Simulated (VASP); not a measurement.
# CaB6 (Pm-3m) in VASP: notebook, part 2 of 2

VASP 6.6.1. Earlier steps stand in the parts before.

### 4 Band structure, r2SCAN

INCAR reads:

```
SYSTEM = CaB6
ALGO     = Normal         ! electronic algorithm
EDIFF    = 1E-7           ! SCF threshold, eV
ENCUT    = 520            ! plane-wave cutoff, eV
ISIF     = 2              ! what is computed and relaxed
ISMEAR   = 1              ! smearing method
KPAR     = 2            
LASPH    = .TRUE.         ! aspherical terms in the spheres
LCHARG   = .FALSE.        ! write CHGCAR
LMIXTAU  = .TRUE.       
LREAL    = .FALSE.        ! projectors in reciprocal space
LWAVE    = .FALSE.        ! write WAVECAR
METAGGA  = R2SCAN         ! meta-GGA
NELM     = 80             ! most SCF steps
PREC     = Accurate       ! precision mode
SIGMA    = 0.1            ! smearing width, eV
```

KPOINTS reads:

```
k-points
0
G
  10 10 10
  0 0 0
```

POSCAR reads:

```
CaB6                                    
1.0
    4.1300390163      0.0000000000      0.0000000000
    0.0000000000      4.1300390163      0.0000000000
    0.0000000000      0.0000000000      4.1300390163
  Ca              B             
     1     6
Direct
     0.5000000000000000    0.5000000000000000    0.5000000000000000
     0.0000000000000000    0.0000000000000000    0.2984678719884712
     0.0000000000000000    0.0000000000000000    0.7015321280115288
     0.2984678719884712    0.0000000000000000    0.0000000000000000
     0.7015321280115288    0.0000000000000000    0.0000000000000000
     0.0000000000000000    0.2984678719884712    0.0000000000000000
     0.0000000000000000    0.7015321280115288    0.0000000000000000
```

KPOINTS_OPT is that of step 3.

Potentials or basis: VASP PAW PBE potentials, release 64 (Ca_sv, B).

Launch:

```sh
$ cat potpaw_PBE.64/Ca_sv/POTCAR potpaw_PBE.64/B/POTCAR > POTCAR
$ mpirun -np 2 vasp_std > vasp.out
```

OUTCAR:

```text
SYSTEM = CaB6
   EDIFF = 1E-7
   ENCUT = 520
   ISIF = 2
   ISMEAR = 1
   LASPH = .TRUE.
   LREAL = .FALSE.
   METAGGA = R2SCAN
   NELM = 80
   PREC = Accurate

 ion  position               nearest neighbor table
   1  0.500  0.500  0.500-
   2  0.000  0.000  0.298-   3 1.66   4 1.74   5 1.74   6 1.74   7 1.74
   3  0.000  0.000  0.702-   2 1.66   4 1.74   5 1.74   6 1.74   7 1.74
   4  0.298  0.000  0.000-   5 1.66   3 1.74   2 1.74   6 1.74   7 1.74
   5  0.702  0.000  0.000-   4 1.66   3 1.74   2 1.74   6 1.74   7 1.74
   6  0.000  0.298  0.000-   7 1.66   3 1.74   4 1.74   5 1.74   2 1.74
   7  0.000  0.702  0.000-   6 1.66   3 1.74   4 1.74   5 1.74   2 1.74

  LATTYP: Found a simple cubic cell.
 ALAT       =     4.1300390163

  Lattice vectors:

 A1 = (   4.1300390163,   0.0000000000,   0.0000000000)
 A2 = (   0.0000000000,   4.1300390163,   0.0000000000)
 A3 = (   0.0000000000,   0.0000000000,   4.1300390163)

Analysis of symmetry for initial positions (statically):
=====================================================================
 Subroutine PRICEL returns:
 Original cell was already a primitive cell.

[... 182 lines left out ...]

 val. band max:        4.7927979289   @ k =   0.4000   0.0000   0.0000
 cond. band min:       4.8375414708   @ k =   0.5000   0.0000   0.0000
 fundamental gap:      0.0447435419
 Fermi energy:         4.8240521516

 k-point     1 :       0.0000    0.0000    0.0000
  band No.  band energies     occupation
      1     -38.1744      2.00000
      2     -18.2821      2.00000
      3     -18.2821      2.00000
      4     -18.2821      2.00000
      5     -10.7095      2.00000
      6      -2.5714      2.00000
[... 481 lines left out ...]
      5     -10.3885      2.00000
      6      -4.6796      2.00000
[... 10 lines left out ...]
     17       8.5937      0.00000
     18       9.1126      0.00000

 [... further k-points ...]
[... 5 lines left out ...]
  --------------------------------------------------------------------------------------
  -------------------------------------------------------------------------------------
  Total        0.4336845      0.4336845      0.4336845      0.0000000      0.0000000      0.0000000
  in kB        9.8632955      9.8632955      9.8632955      0.0000000      0.0000000      0.0000000
  external PRESSURE =       9.8632955 kB  Pullay stress =       0.0000000 kB

 VOLUME and BASIS-vectors are now :
 -----------------------------------------------------------------------------
  energy-cutoff  :      520.00
  volume of cell :       70.45
      direct lattice vectors                 reciprocal lattice vectors
     4.130039016  0.000000000  0.000000000     0.242128463  0.000000000  0.000000000
     0.000000000  4.130039016  0.000000000     0.000000000  0.242128463  0.000000000
     0.000000000  0.000000000  4.130039016     0.000000000  0.000000000  0.242128463

 POSITION                                       TOTAL-FORCE (eV/Angst)
 -----------------------------------------------------------------------------------
      2.06502      2.06502      2.06502         0.000000      0.000000      0.000000
      0.00000      0.00000      1.23268        -0.000000      0.000000     -0.069059
      0.00000      0.00000      2.89736         0.000000      0.000000      0.069059
      1.23268      0.00000      0.00000        -0.069059      0.000000      0.000000
      2.89736      0.00000      0.00000         0.069059      0.000000      0.000000
      0.00000      1.23268      0.00000         0.000000     -0.069059      0.000000
      0.00000      2.89736      0.00000        -0.000000      0.069059      0.000000
 -----------------------------------------------------------------------------------
    total drift:                                0.000000      0.000000     -0.000000

  FREE ENERGIE OF THE ION-ELECTRON SYSTEM (eV)
  ---------------------------------------------------
  free  energy   TOTEN  =       -54.4271969985 eV

  energy  without entropy=      -54.4271107052  energy(sigma->0) =      -54.42716823
```

OSZICAR:

```text
N       E                     dE             d eps       ncg     rms          rms(c)
DAV:   1     0.149376829479E+03    0.14938E+03   -0.13973E+04  2016   0.150E+03
DAV:   2    -0.548064419547E+02   -0.20418E+03   -0.19966E+03  2660   0.347E+02
DAV:   3    -0.632652112917E+02   -0.84588E+01   -0.84366E+01  3630   0.648E+01
[... 50 lines left out ...]
       N       E                     dE             ncg
DAV:   1     0.307485308679E+05   -0.13401E+05      720
DAV:   2     0.268095561724E+05   -0.39390E+04      882
DAV:   3     0.266079739632E+05   -0.20158E+03     1264
DAV:   4     0.266041397485E+05   -0.38342E+01      920
DAV:   5     0.266040093746E+05   -0.13037E+00     1188
DAV:   6     0.266040076629E+05   -0.17117E-02     1070
DAV:   7     0.266040076361E+05   -0.26833E-04     1182
DAV:   8     0.266040076357E+05   -0.30957E-06     1064
DAV:   9     0.266040076357E+05   -0.63665E-08      884
```

stdout:

```text
POSCAR found type information on POSCAR CaB
 POSCAR found :  2 types and       7 ions
 scaLAPACK will be used
 -----------------------------------------------------------------------------
|                                                                             |
|                                                                             |
|     You enforced a specific xc type in the INCAR file but a different       |
|     I HOPE YOU KNOW WHAT YOU ARE DOING!                                     |
|                                                                             |
 -----------------------------------------------------------------------------

 LDA part: xc-table for (None), standard interpolation
 POSCAR, INCAR and KPOINTS ok, starting setup
 FFT: planning ... GRIDC
 FFT: planning ... GRID_SOFT
 FFT: planning ... GRID
 WAVECAR not read
 entering main loop
 Start KPOINTS_OPT (optional k-point list driver)
k-point batch [1-56\188]
k-point batch [57-112\188]
k-point batch [113-168\188]
k-point batch [169-188\188]
```

Wall time 2.9 min (2 MPI ranks of Intel Xeon Platinum 8375C at 2.90GHz (Ice Lake), shared host); peak memory 0.24 GiB.

What came out:

| Property | Result |
| --- | --- |
| Free energy | -54.4272 eV |
| Pressure | 1.0 GPa |
| Largest force | 0.069 eV/Å |
| Band gap along the path | none (metal or under the smearing width) |

Forces in eV/Å, atoms in the order of the input:
```
Ca   0.000  0.000  0.000
B    0.000  0.000 -0.069
B    0.000  0.000  0.069
B   -0.069  0.000  0.000
B    0.069  0.000  0.000
B    0.000 -0.069  0.000
B    0.000  0.069  0.000
```

Levels at the corners of the path, in eV from the Fermi level:
```csv
point,band 12,band 13,band 14,band 15,band 16,band 17
Γ,-0.39,-0.39,-0.39,2.90,2.90,2.90
X,-2.63,-1.98,-0.09,0.01,3.41,3.41
X,-2.63,-1.98,-0.09,0.01,3.41,3.41
M,-2.95,-1.65,-1.65,3.23,3.23,4.35
M,-2.95,-1.65,-1.65,3.23,3.23,4.35
Γ,-0.39,-0.39,-0.39,2.90,2.90,2.90
Γ,-0.39,-0.39,-0.39,2.90,2.90,2.90
R,-1.21,-1.21,-1.21,4.78,5.05,5.06
R,-1.21,-1.21,-1.21,4.88,5.04,5.09
X,-2.63,-1.98,-0.09,0.01,3.41,3.41
M,-2.95,-1.65,-1.65,3.23,3.23,4.35
R,-1.21,-1.21,-1.21,4.77,5.05,5.06
```

Caveat: the PAW data sets were made with another functional, which shifts forces and pressure a little.

### 5 Density of states, PBE

POSCAR is that of step 4.

INCAR.step1 reads:

```
PREC = Accurate
ENCUT = 520
EDIFF = 1E-7
ISMEAR = 1
SIGMA = 0.1
LREAL = False
LASPH = True
NELM = 80
ALGO = Normal
ISIF = 2
LWAVE = False
LCHARG = True
GGA = PE
KPAR = 2
```

KPOINTS.step1 reads:

```
Automatic mesh
0
Gamma
  10 10 10
```

INCAR.step2 reads:

```
PREC = Accurate
ENCUT = 520
EDIFF = 1E-7
ISMEAR = -5
SIGMA = 0.1
LREAL = False
LASPH = True
NELM = 80
ALGO = Normal
ISIF = 2
LWAVE = False
LCHARG = False
GGA = PE
LORBIT = 10
KPAR = 2
NEDOS = 1001
ICHARG = 11
```

KPOINTS.step2 reads:

```
Automatic mesh
0
Gamma
  15 15 15
```

Launch:

```sh
$ cat potpaw_PBE.64/Ca_sv/POTCAR potpaw_PBE.64/B/POTCAR > POTCAR
$ cp INCAR.step1 INCAR
$ cp KPOINTS.step1 KPOINTS
$ mpirun -np 2 vasp_std > vasp.out
$ cp INCAR.step2 INCAR
$ cp KPOINTS.step2 KPOINTS
$ mpirun -np 2 vasp_std > vasp.out
```

Wall time 49 s (2 MPI ranks of Intel Xeon Platinum 8375C at 2.90GHz (Ice Lake), shared host); peak memory 0.26 GiB.

The run converged. Its results:

```
Valence electrons inside the program's atomic spheres : Ca 8.07; B 2.08
```

Levels at points of the mesh, in eV from the valence-band top:
| k point | band 11 | band 12 | band 13 | band 14 | band 15 | band 16 | band 17 | band 18 |
| --- | --- | --- | --- | --- | --- | --- | --- | --- |
| (0.00, 0.00, 0.00) | -5.36 | -0.35 | -0.35 | -0.35 | 2.80 | 2.80 | 2.80 | 3.36 |

States per cell in windows of 0.5 eV (zero at the valence-band top; states under -8 eV left out):
```
from (eV)  total  Ca1_d  B2_p  B3_p  B4_p  B5_p  B6_p
     -8.0   0.84   0.00  0.04  0.04  0.04  0.04  0.04
     -7.5   0.74   0.00  0.04  0.04  0.04  0.04  0.04
     -7.0   0.78   0.01  0.04  0.04  0.04  0.04  0.04
     -6.5   0.53   0.00  0.03  0.03  0.03  0.03  0.03
     -6.0   0.49   0.00  0.04  0.04  0.04  0.04  0.04
     -5.5   0.52   0.01  0.04  0.04  0.04  0.04  0.04
     -5.0   0.82   0.01  0.06  0.06  0.06  0.06  0.06
     -4.5   1.17   0.01  0.09  0.09  0.09  0.09  0.09
     -4.0   1.43   0.02  0.11  0.11  0.11  0.11  0.11
     -3.5   1.10   0.02  0.09  0.09  0.09  0.09  0.09
     -3.0   1.75   0.04  0.15  0.15  0.15  0.15  0.15
     -2.5   1.44   0.03  0.14  0.14  0.14  0.14  0.14
     -2.0   1.85   0.02  0.20  0.20  0.20  0.20  0.20
     -1.5   0.97   0.01  0.11  0.11  0.11  0.11  0.11
     -1.0   0.34   0.01  0.03  0.03  0.03  0.03  0.03
     -0.5   0.22   0.01  0.02  0.02  0.02  0.02  0.02
      0.0   0.08   0.01  0.00  0.00  0.00  0.00  0.00
      0.5   0.16   0.03  0.01  0.01  0.01  0.01  0.01
      1.0   0.25   0.05  0.01  0.01  0.01  0.01  0.01
      1.5   0.38   0.08  0.02  0.02  0.02  0.02  0.02
      2.0   0.47   0.10  0.02  0.02  0.02  0.02  0.02
      2.5   0.75   0.17  0.03  0.03  0.03  0.03  0.03
      3.0   1.17   0.31  0.04  0.04  0.04  0.04  0.04
      3.5   1.33   0.57  0.03  0.03  0.03  0.03  0.03
      4.0   2.68   1.60  0.03  0.03  0.03  0.03  0.03
      4.5   0.78   0.51  0.01  0.01  0.01  0.01  0.01
      5.0   0.00   0.00  0.00  0.00  0.00  0.00  0.00
      5.5   0.00   0.00  0.00  0.00  0.00  0.00  0.00
      6.0   0.00   0.00  0.00  0.00  0.00  0.00  0.00
      6.5   0.00   0.00  0.00  0.00  0.00  0.00  0.00
```

### 6 Overview

```csv
task,level,potentials or basis,k mesh for the DOS,occupations for the DOS,pressure (GPa),largest force (eV/Å)
band structure,PBE,"VASP PAW PBE potentials, release 64 (Ca_sv, B)",-,-,2.1,-
band structure,LDA,"VASP PAW LDA potentials, release 64 (Ca_sv, B)",-,-,-4.5,0.17
band structure,r2SCAN,"VASP PAW PBE potentials, release 64 (Ca_sv, B)",-,-,1.0,0.07
density of states,PBE,"VASP PAW PBE potentials, release 64 (Ca_sv, B)",15 × 15 × 15,tetrahedron,-,-
```

Alike in all rows: no spin polarisation; cell as given; k mesh 10 × 10 × 10; cutoff (eV) 520; smearing methfessel-paxton 0.1 eV.

Caveats: the PAW data sets were made with another functional, which shifts forces and pressure a little (some runs).

Absolute energies hang on the potentials; compare differences alone.

### 7 Against experiment

Step 2. Against the measured gap of CaB6, 1.15 eV (“Bulk Band Gaps in Divalent Hexaborides”, 2001, arxiv:cond-mat/0107429), the calculated 0.00 eV is off by -1.15 eV. So large a miss can be the level of theory's own, or it may mean another phase, state or a wrong row. The value is that of PBE, without temperature or zero-point motion. Semilocal functionals fall short of measured gaps as a rule.

Step 3. Measured gap of CaB6: 1.15 eV (“Bulk Band Gaps in Divalent Hexaborides”, 2001, arxiv:cond-mat/0107429). This calculation gives 0.00 eV (-1.15 eV). So large a miss can be the level of theory's own, or it may mean another phase, state or a wrong row. The value is that of LDA, without temperature or zero-point motion. Semilocal functionals fall short of measured gaps as a rule.

Step 4. Against the measured gap of CaB6, 1.15 eV (“Bulk Band Gaps in Divalent Hexaborides”, 2001, arxiv:cond-mat/0107429), the calculated 0.00 eV is off by -1.15 eV. So large a miss can be the level of theory's own, or it may mean another phase, state or a wrong row. The value is that of r2SCAN, without temperature or zero-point motion.
